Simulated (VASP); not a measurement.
Method: PBE GGA, VASP's PBE PAW potentials (set 64) (plane waves; VASP).

A VASP calculation is set up with these files.

KPOINTS:
```
K-points
0
G
4 4 3
```

INCAR:
```
! general
SYSTEM   =  CuAu
PREC     =  Accurate
ENCUT    =  400
LREAL    =  .FALSE.
LASPH    =  .TRUE.

! electronic loop
EDIFF    =  1E-6
NELM     =  100
ALGO     =  Normal
LMAXMIX  =  6

! smearing
ISMEAR   =  1
SIGMA    =  0.1

! functional
GGA      =  PE

! ions
ISIF     =  2

! output
LWAVE    =  .FALSE.
LCHARG   =  .FALSE.
```

File POSCAR:
```
CuAu
1
    2.8000000000     0.0000000000     0.0000000000
    0.0000000000     2.8000000000     0.0000000000
    0.0000000000     0.0000000000     3.6700000000
Cu Au
1 1
Direct
  0.0000000000   0.0000000000   0.0000000000
  0.5000000000   0.5000000000   0.5000000000
```

POTCAR, in this order: Cu Au (PBE.64 set). Program: vasp_std.

What VASP printed:

### OUTCAR
```
 ion  position               nearest neighbor table
   1  0.000  0.000  0.000-   2 2.70   2 2.70   2 2.70   2 2.70   2 2.70   2 2.70   2 2.70   2 2.70
  LATTYP: Found a simple tetragonal cell.
 ALAT       =     2.8000000000
 C/A-ratio  =     1.3107142857
 Subroutine PRICEL returns:
 Original cell was already a primitive cell.
 Subroutine GETGRP returns: Found 16 space group operations
The static configuration has the point symmetry D_4h.
The dynamic configuration has the point symmetry D_4h.
 Subroutine INISYM returns: Found 16 space group operations
 Subroutine IBZKPT returns following result:
 Found     12 irreducible k-points:

 Following reciprocal coordinates:
            Coordinates               Weight
  0.000000  0.000000  0.000000      1.000000
  0.250000  0.000000  0.000000      4.000000
  0.500000  0.000000  0.000000      2.000000
  0.250000  0.250000  0.000000      4.000000
  0.500000  0.250000  0.000000      4.000000
  0.500000  0.500000  0.000000      1.000000
  0.000000  0.000000  0.333333      2.000000
  0.250000  0.000000  0.333333      8.000000
  0.500000  0.000000  0.333333      4.000000
...
```

File OSZICAR:
```
       N       E                     dE             d eps       ncg     rms          rms(c)
DAV:   1     0.127033260411E+03    0.12703E+03   -0.10050E+04   368   0.178E+03
DAV:   2    -0.289128664342E+01   -0.12992E+03   -0.12424E+03   367   0.322E+02
DAV:   3    -0.778948861426E+01   -0.48982E+01   -0.48515E+01   459   0.751E+01
DAV:   4    -0.783219860397E+01   -0.42710E-01   -0.42704E-01   381   0.597E+00
DAV:   5    -0.783362264195E+01   -0.14240E-02   -0.14240E-02   595   0.118E+00    0.121E+01
DAV:   6    -0.726074649444E+01    0.57288E+00   -0.75253E+00   375   0.782E+01    0.574E+00
DAV:   7    -0.694357386794E+01    0.31717E+00   -0.31359E+00   444   0.861E+01    0.708E+00
DAV:   8    -0.683964008887E+01    0.10393E+00   -0.28781E-01   455   0.155E+01    0.338E+00
DAV:   9    -0.683143827350E+01    0.82018E-02   -0.22782E-02   540   0.313E+00    0.277E-01
DAV:  10    -0.683072068104E+01    0.71759E-03   -0.57263E-03   451   0.106E+00    0.153E-01
DAV:  11    -0.683064520369E+01    0.75477E-04   -0.24577E-04   479   0.216E-01    0.256E-02
DAV:  12    -0.683063722283E+01    0.79809E-05   -0.30205E-05   506   0.112E-01    0.688E-03
DAV:  13    -0.683063731703E+01   -0.94200E-07   -0.85187E-07   313   0.265E-02
   1 F= -.68306373E+01 E0= -.68290495E+01  d E =-.476355E-02
```

OUTCAR:
```
------------------------ aborting loop because EDIFF is reached ----------------------------------------
  FORCE on cell =-STRESS in cart. coord.  units (eV):
  Direction    XX          YY          ZZ          XY          YZ          ZX
  --------------------------------------------------------------------------------------
  Total        1.6413046      1.6413046      0.5591343      0.0000000      0.0000000      0.0000000
  in kB       91.3939884     91.3939884     31.1346915      0.0000000      0.0000000      0.0000000
  external PRESSURE =      71.3075561 kB  Pullay stress =       0.0000000 kB
  volume of cell :       28.77
      direct lattice vectors                 reciprocal lattice vectors
     2.800000000  0.000000000  0.000000000     0.357142857  0.000000000  0.000000000
     0.000000000  2.800000000  0.000000000     0.000000000  0.357142857  0.000000000
     0.000000000  0.000000000  3.670000000     0.000000000  0.000000000  0.272479564
 POSITION                                       TOTAL-FORCE (eV/Angst)
 -----------------------------------------------------------------------------------
      0.00000      0.00000      0.00000         0.000000      0.000000      0.000000
      1.40000      1.40000      1.83500         0.000000      0.000000      0.000000
 -----------------------------------------------------------------------------------
    total drift:                                0.000000     -0.000000     -0.000000
  FREE ENERGIE OF THE ION-ELECTRON SYSTEM (eV)
  ---------------------------------------------------
  free  energy   TOTEN  =        -6.8306373170 eV

  energy  without entropy=       -6.8258737623  energy(sigma->0) =       -6.82904947
```
(Selected blocks of OUTCAR.)

The compound is CuAu in the L1_0 structure. The cell was not relaxed at this level. The k-mesh is coarse (spacing up to 0.57 per Å, 2π included), so the numbers may not be converged in it. The run is one of a series of settings (KPOINTS 4×4×3 Γ-centred mesh against the base run), some of them coarse on purpose.
